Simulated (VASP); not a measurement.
Input:

```
CELL_PARAMETERS angstrom
      0.00000     3.94876     4.08412
      2.29271     0.00000     4.08412
      2.29271     3.94876     0.00000
ATOMIC_POSITIONS crystal
  Si 0.66350 0.33650 0.66350
  Si 0.33650 0.66350 0.33650
  Si 0.58650 0.91350 0.58650
  Si 0.91350 0.58650 0.91350
  Cu 0.00000 0.00000 0.00000
  Cu 0.25000 0.25000 0.25000
```

Calculation: PBE GGA, VASP's PBE PAW potentials (set 64) (plane waves; VASP 6.6.1). Settings: 300 eV cut-off, 5×5×5 Γ-centred mesh, Fermi-Dirac smearing of 0.14 eV, potentials Si Cu.

Question: Give the energies of bands 9 to 22 at the high-symmetry points, in eV from the Fermi level.

Answer: 
```json
[
 {"band": "9", "Γ": "-5.03", "Y": "-4.96", "T": "-4.65", "Z": "-4.88", "Σ0": "-4.65", "C0": "-4.84", "L": "-4.75"},
 {"band": "10", "Γ": "-4.86", "Y": "-4.96", "T": "-4.65", "Z": "-4.88", "Σ0": "-4.61", "C0": "-4.84", "L": "-4.69"},
 {"band": "11", "Γ": "-4.66", "Y": "-4.68", "T": "-4.54", "Z": "-4.42", "Σ0": "-4.41", "C0": "-4.52", "L": "-4.53"},
 {"band": "12", "Γ": "-4.48", "Y": "-4.68", "T": "-4.54", "Z": "-4.42", "Σ0": "-4.40", "C0": "-4.52", "L": "-4.38"},
 {"band": "13", "Γ": "-3.99", "Y": "-4.07", "T": "-4.11", "Z": "-4.15", "Σ0": "-4.16", "C0": "-4.02", "L": "-4.03"},
 {"band": "14", "Γ": "-3.77", "Y": "-4.07", "T": "-4.11", "Z": "-4.15", "Σ0": "-4.10", "C0": "-4.02", "L": "-3.93"},
 {"band": "15", "Γ": "-2.71", "Y": "-2.57", "T": "-3.52", "Z": "-2.47", "Σ0": "-3.59", "C0": "-2.26", "L": "-3.44"},
 {"band": "16", "Γ": "-2.19", "Y": "-2.57", "T": "-3.52", "Z": "-2.47", "Σ0": "-2.97", "C0": "-2.26", "L": "-3.11"},
 {"band": "17", "Γ": "-2.13", "Y": "-2.37", "T": "0.82", "Z": "-1.98", "Σ0": "-0.64", "C0": "-1.55", "L": "-2.88"},
 {"band": "18", "Γ": "-2.07", "Y": "-2.37", "T": "0.82", "Z": "-1.98", "Σ0": "-0.58", "C0": "-1.55", "L": "-0.88"},
 {"band": "19", "Γ": "-1.95", "Y": "-1.32", "T": "0.93", "Z": "-1.40", "Σ0": "0.17", "C0": "0.17", "L": "1.22"},
 {"band": "20", "Γ": "-1.35", "Y": "-1.32", "T": "0.93", "Z": "-1.40", "Σ0": "0.45", "C0": "0.17", "L": "1.34"},
 {"band": "21", "Γ": "-1.25", "Y": "3.04", "T": "2.25", "Z": "2.04", "Σ0": "2.86", "C0": "0.32", "L": "2.07"},
 {"band": "22", "Γ": "-1.20", "Y": "3.05", "T": "2.25", "Z": "2.04", "Σ0": "3.12", "C0": "0.32", "L": "2.78"}
]
```

It has no gap at this level: it comes out as a metal or semimetal.

The structure was generated: CuSi2 was put into an ordered model structure, which need not be its known phase. The cell was not relaxed at this level. The k-mesh is coarse (spacing up to 0.35 per Å, 2π included), so the numbers may not be converged in it. VASP warned that the highest band is occupied, so more bands are needed.
